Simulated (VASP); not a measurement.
VASP input:

**INCAR**
```
# general
SYSTEM =BaHfO3
PREC   =Accurate
ENCUT  =520   # plane-wave cut-off (eV)
LREAL  =.FALSE.   # projection in real space or not
LASPH  =.TRUE.   # aspherical one-centre terms

# electronic loop
EDIFF  =1E-6   # SCF stop (eV)
NELM   =100   # most electronic steps
ALGO   =Normal   # blocked Davidson
LMAXMIX=6

# smearing
ISMEAR =0
SIGMA  =0.05   # width (eV)

# functional
GGA    =PE

# ions
IBRION =2   # conjugate gradients
NSW    =60
ISIF   =3   # ions, shape and volume
EDIFFG =-0.02   # ionic stop

# output
LWAVE  =.FALSE.
LCHARG =.FALSE.
```

File POSCAR:
```
BaHfO3
1
    4.2014504049     0.0000000000    -0.0000000000
   -0.0000000000     4.2014504049    -0.0000000000
    0.0000000000     0.0000000000     4.2014504049
Ba Hf O
1 1 3
Direct
  0.0000000000   0.0000000000   0.0000000000
  0.5000000000   0.5000000000   0.5000000000
  0.5000000000   0.0000000000   0.5000000000
  0.0000000000   0.5000000000   0.5000000000
  0.5000000000   0.5000000000   0.0000000000
```

KPOINTS:
```
Automatic mesh
0
Gamma
5 5 5
0 0 0
```

POTCAR, in this order: Ba_sv Hf_pv O (PBE.64 set). Program: vasp_std.

### Question
Write an equivalent input for Quantum ESPRESSO's pw.x.

### Answer
One equivalent input (not run):
```
&CONTROL
  calculation = 'vc-relax'
  pseudo_dir = './pseudo'
  outdir = './out'
  tprnfor = .true.
  tstress = .true.
  nstep = 60
  forc_conv_thr = 0.00078
/
&SYSTEM
  ibrav = 0
  nat = 5
  ntyp = 3
  ecutwfc = 84
  occupations = 'smearing'
  smearing = 'gaussian'
  degauss = 0.003675
  input_dft = 'pbe'
/
&ELECTRONS
  conv_thr = 7.3e-08
  electron_maxstep = 100
/
&IONS
/
&CELL
/
ATOMIC_SPECIES
  Ba 137.327 Ba.upf
  Hf 178.490 Hf.upf
  O 15.999 O.upf
CELL_PARAMETERS angstrom
     4.2014504    0.0000000   -0.0000000
    -0.0000000    4.2014504   -0.0000000
     0.0000000    0.0000000    4.2014504
ATOMIC_POSITIONS crystal
  Ba   0.0000000  0.0000000  0.0000000
  Hf   0.5000000  0.5000000  0.5000000
  O    0.5000000  0.0000000  0.5000000
  O    0.0000000  0.5000000  0.5000000
  O    0.5000000  0.5000000  0.0000000
K_POINTS automatic
  5 5 5 0 0 0
```
What does not carry over: the potentials are each code's own (VASP's PAW set, PseudoDojo norm-conserving files in pw.x), so ENCUT and ecutwfc are chosen apart and not converted; conv_thr bounds pw.x's estimated SCF error, while EDIFF bounds the energy change between steps; forc_conv_thr acts on force components and is met together with etot_conv_thr.

The compound is BaHfO3 in the cubic perovskite structure. It was relaxed first. The start is the result of an earlier pass.
